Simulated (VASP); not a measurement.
An input for Ansatz (written as the equivalent of a VASP run, and not itself run):

Ansatz 0.2 input:
```yaml
crystal:
  lattice:
    - [4.0364890, -2.1981000, 0.0000000]
    - [4.0364890, 2.1981000, 0.0000000]
    - [2.8394960, 0.0000000, 3.6141590]
  atoms:
    - { symbol: Sb, position: [0.2335000, 0.2335000, 0.2335000] }
    - { symbol: Sb, position: [0.7665000, 0.7665000, 0.7665000] }
kpoints:
  mp_grid: { grid: [9, 9, 9] }
hamiltonian:
  xc: pbe
  pseudopotentials: { kind: paw }
scf:
  occupations: { method: methfessel_paxton, width: 0.1 }
  max_iter: 100
output: { forces: true, stress: true, eigenvalues: true }
```

**Question.** Translate this input to VASP (INCAR, KPOINTS, POSCAR, choice of POTCAR).

**Answer.** One answer among several that fit: 
### INCAR
```
# general
SYSTEM  = Sb
PREC    = Accurate
ENCUT   = 400
LREAL   = .FALSE.
LASPH   = .TRUE.
ISYM    = 1

# electronic loop
EDIFF   = 1E-6
NELM    = 100
ALGO    = Normal
LMAXMIX = 4

# smearing
ISMEAR  = 1
SIGMA   = 0.1

# functional
GGA     = PE

# ions
ISIF    = 2

# output
LWAVE   = .FALSE.
LCHARG  = .FALSE.
```

KPOINTS:
```
Regular mesh
0
gamma
9 9 9
0 0 0
```

POSCAR:
```
Sb
1
    4.0364890000    -2.1981000000     0.0000000000
    4.0364890000     2.1981000000     0.0000000000
    2.8394960000     0.0000000000     3.6141590000
Sb
2
Direct
  0.2335000000   0.2335000000   0.2335000000
  0.7665000000   0.7665000000   0.7665000000
```

POTCAR, in this order: Sb (PBE.64 set). Program: vasp_std.

The two are equivalent in intent, not identical: each code has its own PAW files, so the cut-off isn't converted (ENCUT is set for VASP's; basis.ecutwfc is left out, and Ansatz then takes the one that its files recommend); Ansatz stops its SCF on the density residual and VASP on the energy change (EDIFF).

The compound is Sb in the a7 structure. The cell was not relaxed at this level. The run is one of a series of settings (ISYM = 1 against the base run), some of them coarse on purpose.
